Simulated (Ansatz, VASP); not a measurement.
# Bi2Mo: VASP beside Ansatz

```
Bi Mo
1.0
     0.00000    3.42762    3.42762
     3.42762    0.00000    3.42762
     3.42762    3.42762    0.00000
Bi Mo
2 1
Cartesian
  5.1414 5.1414 5.1414
  1.7138 1.7138 1.7138
  0.0000 0.0000 0.0000
```

Change from the starting cell: species swapped into the Sn2Pt type (Fm-3m, No. 225).

Alike in both runs: functional PBE; k mesh 4 × 4 × 4; occupations gaussian, width 0.1 eV; no spin polarisation.

Ansatz relaxed the structure, and its values are those at the end. VASP's run is a single point on that final structure, the one shown.

|  | VASP | Ansatz |
| --- | --- | --- |
| version | VASP 6.6.1 | Ansatz 0.2.0 |
| potentials or method | VASP PAW PBE potentials, release 64 (Bi_d, Mo_sv) | scalar-relativistic, plane waves, PAW |
| plane-wave cutoff (eV) | 520 | 420 |
| valence electrons in the cell | 44 | 44 |

|  | VASP | Ansatz | Ansatz less VASP |
| --- | --- | --- | --- |
| gap on the k mesh at the Fermi level (eV) | none | none | - |
| pressure (GPa) | 0.0 | 0.0 | -0.05 |

A gap of «none» marks a metal or a gap that the smearing closes.

Caveats: the k mesh is coarse (spacing up to 0.40 Å⁻¹), so the values aren't converged; spin-orbit coupling is left out, which moves the levels of the heavy elements.
